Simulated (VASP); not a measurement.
Input:

```
O2Te
1.0
    4.81428     0.00000     0.00000
    0.00000     4.81428     0.00000
    0.00000     0.00000     7.44055
Te O
4 8
Direct
  0.98292   0.98292   0.50000
  0.51708   0.48292   0.75000
  0.01708   0.01708   0.00000
  0.48292   0.51708   0.25000
  0.75030   0.85889   0.30658
  0.64111   0.25030   0.55658
  0.24970   0.14111   0.80658
  0.35889   0.74970   0.05658
  0.25030   0.64111   0.44342
  0.14111   0.24970   0.19342
  0.74970   0.35889   0.94342
  0.85889   0.75030   0.69342
```

Level of theory: PBEsol GGA, VASP's PBE PAW potentials (set 64) (plane waves; VASP). Settings: 520 eV cut-off, 5×5×4 Γ-centred mesh, tetrahedra with Blöchl corrections, potentials Te O.

The cores are frozen, which limits the accuracy of field gradients.

Q: Give the principal components of the electric field gradient (V/Å²) and the asymmetry η at each nucleus.

A: 
```
atom    Vxx    Vyy     Vzz     η
----  -----  -----  ------  ----
Te1   262.6  133.0  -395.6  0.33
Te2   262.6  133.0  -395.6  0.33
Te3   262.6  133.0  -395.6  0.33
Te4   262.6  133.0  -395.6  0.33
O5    -89.2  -28.7   117.8  0.51
O6    -89.2  -28.7   117.8  0.51
O7    -89.2  -28.7   117.8  0.51
O8    -89.2  -28.7   117.8  0.51
O9    -89.2  -28.7   117.8  0.51
O10   -89.2  -28.7   117.8  0.51
O11   -89.2  -28.7   117.8  0.51
O12   -89.2  -28.7   117.8  0.51
```

The structure comes from a computed database's TeO2 entry (P4_12_12); how it stands against other phases isn't given here. It was relaxed first.
